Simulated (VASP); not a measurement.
Computed with LDA (Ceperley-Alder, Perdew-Zunger), VASP's LDA PAW potentials (set 64) (plane waves; VASP).

VASP ran on this input.

File POSCAR:
```
C
1.0
  2.1273200000  -1.2282800000   0.0000000000
  2.1273200000   1.2282800000   0.0000000000
 -1.3790690000   0.0000000000   3.5028350000
C
2
Cartesian
  3.5455226742  -0.0000000000   0.0003152552
 -0.6699516742   0.0000000000   3.5025197448
```

### KPOINTS
```
Automatic
0
Gamma
11 11 7
```

### INCAR
```
ALGO = Normal
EDIFF = 1E-6
EDIFFG = -0.01
ENCUT = 520
IBRION = 2
ISIF = 3
ISMEAR = 0
LASPH = .True.
LCHARG = .False.
LREAL = .False.
LWAVE = .False.
NELM = 100
NSW = 60
PREC = Accurate
SIGMA = 0.05
SYSTEM = C
```

POTCAR, in this order: C (LDA.64 set). Program: vasp_std.

Energy and stress use the plane-wave basis of the starting cell.

Problem. Predict the energy per atom (σ→0), volume per atom.

Solution. 
energy per atom (σ→0): -10.113 eV/atom
volume per atom: 8.56 Å³/atom

### OSZICAR
```
...
       N       E                     dE             d eps       ncg     rms          rms(c)
DAV:   1    -0.202260372981E+02   -0.12258E-04   -0.98599E-04  3880   0.321E-01    0.807E-03
DAV:   2    -0.202260363616E+02    0.93650E-06   -0.45062E-06  6024   0.225E-02
  13 F= -.20226036E+02 E0= -.20226036E+02  d E =-.284019E-04
       N       E                     dE             d eps       ncg     rms          rms(c)
DAV:   1    -0.202260372505E+02    0.47606E-07   -0.10709E-04  4440   0.101E-01    0.400E-03
DAV:   2    -0.202260369482E+02    0.30225E-06   -0.10801E-06  4896   0.109E-02
  14 F= -.20226037E+02 E0= -.20226037E+02  d E =-.586643E-06
```

The structure comes from a computed database's C entry (C2/m); how it stands against other phases isn't given here. This run relaxes it. Symmetry was kept, so distortions that lower it aren't found.
